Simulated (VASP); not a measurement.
```
CELL_PARAMETERS angstrom
      2.96333     0.00000     0.00000
     -1.48166     2.56632     0.00000
      0.00000     0.00000     6.10691
ATOMIC_POSITIONS crystal
  W  0.00000 0.00000 0.00000
  W  0.00000 0.00000 0.50000
  B  0.33333 0.66667 0.25000
  B  0.66667 0.33333 0.75000
```

Level of theory: PBE GGA, VASP's PBE PAW potentials (set 64) (plane waves; VASP). Settings: 520 eV cut-off, 13×13×6 Γ-centred mesh, tetrahedra with Blöchl corrections, potentials W_sv B.

Unless said otherwise, spin-orbit coupling is left out, though it shifts the bands of the heavy elements here.

Question: Predict the energy per atom (σ→0), band gap (on the k-mesh) with the smallest direct gap where there is one.

Answer: 
band gap (on the k-mesh): none (metal, semimetal or under 0.01 eV)
energy per atom (σ→0): -9.773 eV/atom

Only differences to runs with the same potentials and settings are physical.

The structure was generated: WB was put into the NiAs type type (P6_3/mmc), which need not be its known phase. It was relaxed first, which changed the volume by -36 %.
